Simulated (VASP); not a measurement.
Input:

```xyz
3
Lattice="1.7622 -3.0522 0.0000 1.7622 3.0522 0.0000 0.0000 0.0000 4.5549" Properties=species:S:1:pos:R:3 pbc="T T T"
Pt     3.5244     0.0000     0.0000
S      1.7622     1.0174     1.1729
S      1.7622    -1.0174     3.3821
```

The numbers are results of PBE GGA with D3 dispersion (zero damping), VASP's PBE PAW potentials (set 64) (plane waves; VASP 6.6.1), not measurements. Settings: 520 eV cut-off, 7×7×5 Γ-centred mesh, Gaussian smearing of 0.050 eV, potentials Pt S.

Problem. The ions and cell shape at fixed volume are relaxed. Give the cell that the relaxation ends in.

Solution. 
```xyz
3
Lattice="1.7935 -3.1064 0.0000 1.7935 3.1064 0.0000 0.0000 0.0000 4.3973" Properties=species:S:1:pos:R:3 pbc="T T T"
Pt     1.7935    -3.1064     0.0000
S      1.7935     1.0355     1.1879
S      1.7935    -1.0355     3.2094
```
Space group P-3m1 (164), at a tolerance of 0.03 Å.

Problem. How much energy does the relaxation gain?

Solution. The energy (σ→0) changes by -24.0 meV/atom, in 6 ionic steps.

The compound is PtS2 in the 1T layered structure. This cell is one point of a volume scan, at 0.94 of the reference volume. Symmetry was kept, so distortions that lower it aren't found.
